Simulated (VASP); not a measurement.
The cell holds one PtSe2 (1T layered) monolayer, with vacuum along c. Ionisation potential and electron affinity count from the cell's own band edges, surface states included.

Here is the system:

```
CELL_PARAMETERS angstrom
      3.70521     0.00000     0.00000
     -1.85261     3.20881     0.00000
      0.00000     0.00000    18.21718
ATOMIC_POSITIONS crystal
  Se 0.66667 0.33333 0.42716
  Se 0.33333 0.66667 0.57284
  Pt 0.00000 0.00000 0.50000
```

All values below come from PBE GGA with D3 dispersion (Becke-Johnson damping), VASP's PBE PAW potentials (set 64) (plane waves; VASP). Numerical set-up: 400 eV cut-off, 12×12×1 Γ-centred mesh, Gaussian smearing of 0.050 eV, potentials Se Pt.

Predict its energy to cut it from the bulk, per area, ionisation potential, electron affinity.

```yaml
energy_to_cut_it_from_the_bulk_per_area: 40.4 meV/Å²
ionisation_potential: 5.64 eV
electron_affinity: 4.28 eV
```

The cell is a sheet with vacuum, built from PtSe2 (1T layered).
